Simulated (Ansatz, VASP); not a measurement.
# Cross-check of Ge (Germanium) between VASP and Ansatz, part 2 of 2

Wanted: the spread between two codes on one cell, functional and k mesh. The cell is taken from a series of runs on this material, whose earlier steps may have relaxed, scaled, displaced or heated it; both programs get it as it stands.

VASP 6.6.1 and Ansatz 0.2.0.

So far: Set-up; Ansatz: G0W0 gap, r2SCAN.

## (3) VASP: G0W0 gap, r2SCAN

Level of this step: G0W0 on r2SCAN; plane waves and PAW (Ge_d_GW) (VASP).

The same cell, functional and mesh now go to VASP, with its own data sets.

Lines of VASP's logs that name or quote its potential files are left out, and so is its time.

The run reads the wave functions of an earlier VASP run, which isn't shown here.

INCAR

```
SYSTEM = Ge
PREC = Accurate
ENCUT = 400
ISMEAR = 0
SIGMA = 0.01
LREAL = .FALSE.
METAGGA = R2SCAN
LASPH = .TRUE.
NBANDS = 184
ALGO = EVGW0
NELMGW = 1
ENCUTGW = 140
NOMEGA = 64
PRECFOCK = Fast
NBANDSGW = 24
LWAVE = .FALSE.
LCHARG = .FALSE.
```

POSCAR

```
Ge
1.0
    0.0000000000      2.8289100000      2.7723318000
    2.8289100000      0.0000000000      2.7723318000
    2.8289100000      2.8289100000      0.0000000000
Ge
2
Direct
    0.0000000000      0.0000000000      0.0000000000
    0.2500000000      0.2500000000      0.2500000000
```

KPOINTS

```
Automatic mesh
0
Gamma
6 6 6
0 0 0
```

The projector-augmented-wave data sets are Ge_d_GW (PBE family, release 64).

Command:

```bash
> mpirun -np 8 vasp_std
```

Numbers of over 12 decimals in the logs are rounded to 6 here.

Output:

```text
[banner, memory and clock lines left out]
running    8 mpi-ranks, on    1 nodes
 distrk:  each k-point on    8 cores,    1 groups
 distr:  one band on    1 cores,    8 groups

 POSCAR found type information on POSCAR Ge
 POSCAR found :  1 types and       2 ions
|                                                                             |
|           W    W    AA    RRRRR   N    N  II  N    N   GGGG   !!!           |
|           W    W   A  A   R    R  NN   N  II  NN   N  G    G  !!!           |
|           W    W  A    A  R    R  N N  N  II  N N  N  G       !!!           |
|           W WW W  AAAAAA  RRRRR   N  N N  II  N  N N  G  GGG   !            |
|           WW  WW  A    A  R   R   N   NN  II  N   NN  G    G                |
|           W    W  A    A  R    R  N    N  II  N    N   GGGG   !!!           |
|                                                                             |
|     For optimal performance we recommend to set                             |
|       NCORE = 2 up to number-of-cores-per-socket                            |
|     NCORE specifies how many cores store one orbital (NPAR=cpu/NCORE).      |
|     This setting can greatly improve the performance of VASP for DFT.       |
|     The default, NCORE=1 might be grossly inefficient on modern             |
|     multi-core architectures or massively parallel machines. Do your        |
|     Unfortunately you need to use the default for GW and RPA                |
|     calculations (for HF NCORE is supported but not extensively tested      |
|     yet).                                                                   |
|                                                                             |

|                                                                             |
|               ----> ADVICE to this user running VASP <----                  |
|                                                                             |
|     You enforced a specific xc type in the INCAR file but a different       |
|     [... a line on the potential file left out ...]
|     I HOPE YOU KNOW WHAT YOU ARE DOING!                                     |
|                                                                             |

|                                                                             |
|           W    W    AA    RRRRR   N    N  II  N    N   GGGG   !!!           |
|           W    W   A  A   R    R  NN   N  II  NN   N  G    G  !!!           |
|           W    W  A    A  R    R  N N  N  II  N N  N  G       !!!           |
|           W WW W  AAAAAA  RRRRR   N  N N  II  N  N N  G  GGG   !            |
|           WW  WW  A    A  R   R   N   NN  II  N   NN  G    G                |
|           W    W  A    A  R    R  N    N  II  N    N   GGGG   !!!           |
|                                                                             |
|     The default for ENCUTGWSOFT is different in this version of VASP.       |
|     please manually set ENCUTGWSOFT =140 in the INCAR file.                 |
|                                                                             |

 LDA part: xc-table for (None), standard interpolation
 found WAVECAR, reading the header
 POSCAR, INCAR and KPOINTS ok, starting setup
 FFT: planning ... GRIDC
 FFT: planning ... GRID_SOFT
 FFT: planning ... GRID
 reading WAVECAR
 the WAVECAR file was read successfully
 initial charge from wavefunction
 available memory per node:     21.08 GB, setting MAXMEM to     21588

 The Fermi energy was updated, please check that it is located mid-gap
 values below the HOMO (VB) or above the LUMO (CB) will cause erroneous energies
 E-fermi :   3.2233

 calculate exact exchange contribution
 the WAVEDER file was read successfully
|                                                                             |
|           W    W    AA    RRRRR   N    N  II  N    N   GGGG   !!!           |
|           W    W   A  A   R    R  NN   N  II  NN   N  G    G  !!!           |
|           W    W  A    A  R    R  N N  N  II  N N  N  G       !!!           |
|           W WW W  AAAAAA  RRRRR   N  N N  II  N  N N  G  GGG   !            |
|           WW  WW  A    A  R   R   N   NN  II  N   NN  G    G                |
|           W    W  A    A  R    R  N    N  II  N    N   GGGG   !!!           |
|                                                                             |
|     Automatic setting of frequency mesh for GW failed. Frequency mesh       |
|     properly not suitable for determining QP energies. Consider             |
|     increasing number of kpoints.                                           |
|                                                                             |

energies w=
    0.000    0.000    0.290    0.000    0.579    0.000    0.867    0.000
    1.152    0.000    1.436    0.000    1.716    0.000    1.993    0.000
    2.267    0.000    2.536    0.000    2.802    0.000    3.064    0.000
    3.323    0.000    3.578    0.000    3.830    0.000    4.079    0.000
    4.325    0.000    4.569    0.000    4.812    0.000    5.053    0.000
    5.294    0.000    5.534    0.000    5.775    0.000    6.016    0.000
    6.259    0.000    6.504    0.000    6.752    0.000    7.004    0.000
    7.260    0.000    7.522    0.000    7.790    0.000    8.065    0.000
[...]
|.........|.........|.........|.........|.........|.........|.........|.........
 performed       3663000 updates of chi_q(r,r)
 total number of BLAS operations        818.06 Gflops
NQ=   3    0.3333    0.0000    0.0000,
|.........|.........|.........|.........|.........|.........|.........|.........
 performed       6033000 updates of chi_q(r,r)
 total number of BLAS operations       1321.94 Gflops
NQ=   4    0.5000   -0.0000    0.0000,
|.........|.........|.........|.........|.........|.........|.........|.........
 performed       8015000 updates of chi_q(r,r)
 total number of BLAS operations       1769.47 Gflops
NQ=   5    0.1667    0.1667    0.0000,
|.........|.........|.........|.........|.........|.........|.........|.........
 performed       9555000 updates of chi_q(r,r)
 total number of BLAS operations       2104.97 Gflops
NQ=   6    0.3333    0.1667    0.0000,
|.........|.........|.........|.........|.........|.........|.........|.........
 performed      11925000 updates of chi_q(r,r)
 total number of BLAS operations       2602.69 Gflops
NQ=   7    0.5000    0.1667    0.0000,
|.........|.........|.........|.........|.........|.........|.........|.........
 performed      14295000 updates of chi_q(r,r)
 total number of BLAS operations       3131.60 Gflops
NQ=   8   -0.3333    0.1667    0.0000,
|.........|.........|.........|.........|.........|.........|.........|.........
 performed      16665000 updates of chi_q(r,r)
 total number of BLAS operations       3629.32 Gflops
NQ=   9   -0.1667    0.1667    0.0000,
|.........|.........|.........|.........|.........|.........|.........|.........
 performed      18647000 updates of chi_q(r,r)
 total number of BLAS operations       4035.23 Gflops
NQ=  10    0.3333    0.3333    0.0000,
|.........|.........|.........|.........|.........|.........|.........|.........
 performed      20187000 updates of chi_q(r,r)
 total number of BLAS operations       4391.38 Gflops
NQ=  11    0.5000    0.3333    0.0000,
|.........|.........|.........|.........|.........|.........|.........|.........
 performed      22557000 updates of chi_q(r,r)
 total number of BLAS operations       4939.47 Gflops
NQ=  12   -0.3333    0.3333    0.0000,
|.........|.........|.........|.........|.........|.........|.........|.........
 performed      24539000 updates of chi_q(r,r)
 total number of BLAS operations       5408.55 Gflops
NQ=  13    0.5000    0.5000    0.0000,
|.........|.........|.........|.........|.........|.........|.........|.........
 performed      25832000 updates of chi_q(r,r)
 total number of BLAS operations       5693.62 Gflops
NQ=  14    0.1667    0.0000    0.1667,
|.........|.........|.........|.........|.........|.........|.........|.........
 performed      27805000 updates of chi_q(r,r)
 total number of BLAS operations       6133.86 Gflops
NQ=  15    0.3333    0.0000    0.1667,
|.........|.........|.........|.........|.........|.........|.........|.........
 performed      30740000 updates of chi_q(r,r)
 total number of BLAS operations       6765.57 Gflops
NQ=  16    0.5000   -0.0000    0.1667,
|.........|.........|.........|.........|.........|.........|.........|.........
 performed      33675000 updates of chi_q(r,r)
 total number of BLAS operations       7405.00 Gflops
NQ=  17   -0.3333   -0.0000    0.1667,
|.........|.........|.........|.........|.........|.........|.........|.........
 performed      36610000 updates of chi_q(r,r)
 total number of BLAS operations       8052.21 Gflops
NQ=  18   -0.1667   -0.0000    0.1667,
|.........|.........|.........|.........|.........|.........|.........|.........
 performed      39192000 updates of chi_q(r,r)
 total number of BLAS operations       8594.43 Gflops
NQ=  19    0.5000    0.3333    0.1667,
|.........|.........|.........|.........|.........|.........|.........|.........
 performed      41774000 updates of chi_q(r,r)
 total number of BLAS operations       9170.63 Gflops
NQ=  20   -0.3333    0.3333    0.1667,
|.........|.........|.........|.........|.........|.........|.........|.........
 performed      44709000 updates of chi_q(r,r)
 total number of BLAS operations       9825.66 Gflops
NQ=  21   -0.1667    0.3333    0.1667,
|.........|.........|.........|.........|.........|.........|.........|.........
 performed      47079000 updates of chi_q(r,r)
 total number of BLAS operations      10341.99 Gflops
NQ=  22   -0.3333    0.5000    0.1667,
|.........|.........|.........|.........|.........|.........|.........|.........
 performed      49052000 updates of chi_q(r,r)
 total number of BLAS operations      10787.51 Gflops
NQ=  23    0.3333    0.0000    0.3333,
|.........|.........|.........|.........|.........|.........|.........|.........
 performed      51025000 updates of chi_q(r,r)
 total number of BLAS operations      11222.50 Gflops
NQ=  24    0.5000   -0.0000    0.3333,
|.........|.........|.........|.........|.........|.........|.........|.........
 performed      53960000 updates of chi_q(r,r)
 total number of BLAS operations      11901.27 Gflops
NQ=  25   -0.3333    0.0000    0.3333,
|.........|.........|.........|.........|.........|.........|.........|.........
 performed      56542000 updates of chi_q(r,r)
 total number of BLAS operations      12505.41 Gflops
NQ=  26    0.5000    0.1667    0.3333,
|.........|.........|.........|.........|.........|.........|.........|.........
 performed      59124000 updates of chi_q(r,r)
 total number of BLAS operations      13081.62 Gflops
NQ=  27   -0.3333    0.1667    0.3333,
|.........|.........|.........|.........|.........|.........|.........|.........
 performed      61706000 updates of chi_q(r,r)
 total number of BLAS operations      13678.72 Gflops
NQ=  28   -0.1667    0.5000    0.3333,
|.........|.........|.........|.........|.........|.........|.........|.........
 performed      63679000 updates of chi_q(r,r)
 total number of BLAS operations      14124.24 Gflops
NQ=  29    0.5000    0.0000    0.5000,
|.........|.........|.........|.........|.........|.........|.........|.........
 performed      65219000 updates of chi_q(r,r)
 total number of BLAS operations      14497.35 Gflops
NQ=  30   -0.3333    0.1667    0.5000,
|.........|.........|.........|.........|.........|.........|.........|.........
 performed      67077000 updates of chi_q(r,r)
 total number of BLAS operations      14927.00 Gflops
 resolving degeneracies of screened two electron integrals

 calculate QP shifts <psi_nk| G(iteration)W_0 |psi_nk>: iteration 1
 entering main loop
```

OUTCAR, selected parts (step 3):

```text
ion  position               nearest neighbor table
   1  0.000  0.000  0.000-   2 2.43   2 2.43   2 2.43   2 2.43
   2  0.250  0.250  0.250-   1 2.43   1 2.43   1 2.43   1 2.43

  LATTYP: Found a body centered tetragonal cell.
 ALAT       =     4.0006828887
 C/A-ratio  =     1.3859292911

 Subroutine GETGRP returns: Found 16 space group operations
 (whereof  8 operations were pure point group operations)

The static configuration has the point symmetry D_2d.
 The point group associated with its full space group is D_4h.

 Found     30 irreducible k-points:

   k-points           NKPTS =     30   k-points in BZ     NKDIM =    216   number of bands    NBANDS=    184

   dimension x,y,z NGX =    28 NGY =   28 NGZ =   28
   dimension x,y,z NGXF=    56 NGYF=   56 NGZF=   56

   ENCUT  =  400.0 eV  29.40 Ry    5.42 a.u.   6.46  6.46  6.52*2*pi/ulx,y,z

   NELECT =      28.0000    total number of electrons

  energy-cutoff  :      400.00
  volume of cell :       44.37
      direct lattice vectors                 reciprocal lattice vectors
     0.000000000  2.828910000  2.772331800    -0.176746521  0.176746521  0.180353593
     2.828910000  0.000000000  2.772331800     0.176746521 -0.176746521  0.180353593
     2.828910000  2.828910000  0.000000000     0.176746521  0.176746521 -0.180353593

 k-points in reciprocal lattice and weights: Automatic mesh
   0.00000000  0.00000000  0.00000000       0.005
   0.16666667  0.00000000  0.00000000       0.037
   0.33333333  0.00000000  0.00000000       0.037
   0.50000000 -0.00000000  0.00000000       0.019
   0.16666667  0.16666667  0.00000000       0.009
   0.33333333  0.16666667  0.00000000       0.037
   0.50000000  0.16666667  0.00000000       0.037
  -0.33333333  0.16666667  0.00000000       0.037
  -0.16666667  0.16666667  0.00000000       0.019
[...]
0.50000000  0.00000000  0.50000000       0.009
  -0.33333333  0.16666667  0.50000000       0.019

 E-fermi :   3.2233

 QP shifts <psi_nk| G(iteration)W_0 |psi_nk>: iteration 1
 for sc-GW calculations column KS-energies equals QP-energies in previous step
 and V_xc(KS)=  KS-energies - (<T + V_ion + V_H > + <T+V_H+V_ion>^1  + <V_x>^1)
 k-point   1 :       0.0000    0.0000    0.0000
  band No.  KS-energies  QP-energies   sigma(KS)   V_xc(KS)     V^pw_x(r,r')   Z            occupation Imag(sigma)
    ...
     11     -10.5684     -10.5546     -11.8898     -11.9108     -17.9959       0.6586       2.0000       0.9445
     12       2.8543       2.5505     -12.6331     -12.2427     -13.1522       0.7781       2.0000       0.0688
     13       2.8543       2.5505     -12.6331     -12.2427     -13.1522       0.7781       2.0000       0.0688
     14       3.0195       2.7122     -12.5960     -12.2014     -13.0753       0.7786       2.0000       0.0674
     15       3.5293       3.9534     -11.9719     -12.5178      -8.3166       0.7767       0.0000      -0.0357
     16       5.5577       5.6844     -10.5424     -10.7073      -6.5359       0.7684       0.0000      -0.0781
     17       5.6699       5.7854     -10.5369     -10.6871      -6.5101       0.7690       0.0000      -0.0781
     18       5.6699       5.7854     -10.5369     -10.6871      -6.5101       0.7690       0.0000      -0.0781
    ...

 k-point   2 :       0.1667    0.0000    0.0000
  band No.  KS-energies  QP-energies   sigma(KS)   V_xc(KS)     V^pw_x(r,r')   Z            occupation Imag(sigma)
    ...
     11     -10.2082     -10.2062     -11.9368     -11.9398     -17.8960       0.6636       2.0000       0.9153
     12      -0.2929      -0.4795     -12.2952     -12.0474     -13.7094       0.7529       2.0000       0.1070
     13       2.2761       1.9817     -12.3776     -11.9976     -13.0215       0.7746       2.0000       0.0692
     14       2.4074       2.1142     -12.3554     -11.9770     -12.9624       0.7748       2.0000       0.0684
     15       4.2281       4.4492     -10.9880     -11.2724      -7.2681       0.7774       0.0000      -0.0561
     16       6.3575       6.4588     -10.7582     -10.8909      -6.5401       0.7635       0.0000      -0.0886
     17       6.4020       6.4955     -10.7242     -10.8464      -6.4978       0.7644       0.0000      -0.0888
     18       7.5408       7.6046     -11.1465     -11.2303      -6.6197       0.7614       0.0000      -0.1085
    ...

 k-point   3 :       0.3333    0.0000    0.0000
  band No.  KS-energies  QP-energies   sigma(KS)   V_xc(KS)     V^pw_x(r,r')   Z            occupation Imag(sigma)
    ...
     11      -9.2072      -9.2324     -12.1020     -12.0648     -17.6506       0.6785       2.0000       0.8244
     12      -3.4409      -3.6187     -11.9643     -11.7188     -14.9769       0.7240       2.0000       0.2756
     13       1.5547       1.2531     -12.2511     -11.8581     -13.1890       0.7673       2.0000       0.0773
     14       1.7266       1.4267     -12.2474     -11.8569     -13.1428       0.7679       2.0000       0.0760
     15       3.6586       3.8331     -10.7545     -10.9779      -7.1606       0.7813       0.0000      -0.0573
     16       6.9158       6.9596     -10.3847     -10.4420      -5.9655       0.7639       0.0000      -0.1066
     17       7.0045       7.0613     -10.4635     -10.5381      -6.0009       0.7616       0.0000      -0.1101
     18      10.5512      10.3604      -9.9007      -9.6473      -4.3767       0.7529       0.0000      -0.2767
    ...

 k-point   4 :       0.5000   -0.0000    0.0000
  band No.  KS-energies  QP-energies   sigma(KS)   V_xc(KS)     V^pw_x(r,r')   Z            occupation Imag(sigma)
    ...
     11      -8.3192      -8.3602     -12.3621     -12.3028     -17.5403       0.6914       2.0000       0.7291
     12      -5.0719      -5.2279     -11.6333     -11.4152     -15.4167       0.7153       2.0000       0.4331
     13       1.2868       0.9816     -12.2278     -11.8290     -13.2830       0.7652       2.0000       0.0804
     14       1.4770       1.1733     -12.2329     -11.8365     -13.2433       0.7664       2.0000       0.0790
     15       3.4271       3.5930     -10.7449     -10.9570      -7.2058       0.7824       0.0000      -0.0570
     16       6.8625       6.8802     -10.1486     -10.1717      -5.7532       0.7661       0.0000      -0.1087
     17       6.9998       7.0298     -10.2125     -10.2517      -5.7605       0.7644       0.0000      -0.1133
     18      10.5805      10.1100      -7.8284      -7.2137      -2.5118       0.7654       0.0000      -0.2649
    ...

[... 4 further parts left out ...]
```

## (4) Side by side

Known differences besides the potentials themselves: VASP keeps PBE cores, Ansatz makes them for the functional; fixed occupations in Ansatz, narrow Gaussian smearing in VASP; the cutoff is 500 eV in Ansatz and 400 eV in VASP; Ansatz integrates over frequency by contour deformation, VASP on a grid of NOMEGA points; Ansatz's G0W0 levels solve the quasiparticle equation, VASP's are linearised. Total energies have different zeros and are not compared.

Compared:

```csv
quantity,Ansatz,VASP,difference
G0W0 gap on the mesh (eV),0.75,0.87,-0.12
Kohn-Sham gap under it (eV),0.42,0.41,+0.01
```

VASP's log warns that its frequency grid doesn't suit quasiparticle energies on this mesh.

## (5) Outcome

```
difference in G0W0 gap on the mesh (G0W0 gap, r2SCAN) : -0.12 eV
```

The difference in G0W0 gap on the mesh is -0.12 eV (G0W0 gap, r2SCAN). Such differences can come from data sets, numerical settings and the points named under the comparisons, not from the functional's error against experiment.

[Lines on the potential files, build, host, timing and source positions are cut from VASP's logs without a mark.]

[Logs are printed without paths, hosts, clocks, repeated set-up lines and the standing remarks that a program may print on its own settings, such as how far it seeks lower states.]

[Hosts, paths, dates, database ids (printed as entryN), source tags and the programs' standing remarks are cut or masked in the printed files.]
